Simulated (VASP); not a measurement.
Consider the following.

```yaml
crystal:
  lattice:
    - [4.02941, 0.00000, 0.00000]
    - [-2.01471, 3.48957, 0.00000]
    - [0.00000, 0.00000, 6.41055]
  atoms:
    - { symbol: Mg, position: [0.66667, 0.33333, 0.49612] }
    - { symbol: Mg, position: [0.33333, 0.66667, 0.99612] }
    - { symbol: S, position: [0.33333, 0.66667, 0.37887] }
    - { symbol: S, position: [0.66667, 0.33333, 0.87887] }
```

Method: PBEsol GGA, VASP's PBE PAW potentials (set 64) (plane waves; VASP). Settings: 400 eV cut-off, 8×8×5 Γ-centred mesh, Gaussian smearing of 0.010 eV, potentials Mg S.

Estimate the energy per atom (σ→0).

```yaml
energy per atom (σ→0): -4.468 eV/atom
```

Total energies compare only between runs with the same potentials, cut-off and functional.

The structure comes from a computed database's MgS entry (P6_3mc); how it stands against other phases isn't given here. It was relaxed first.
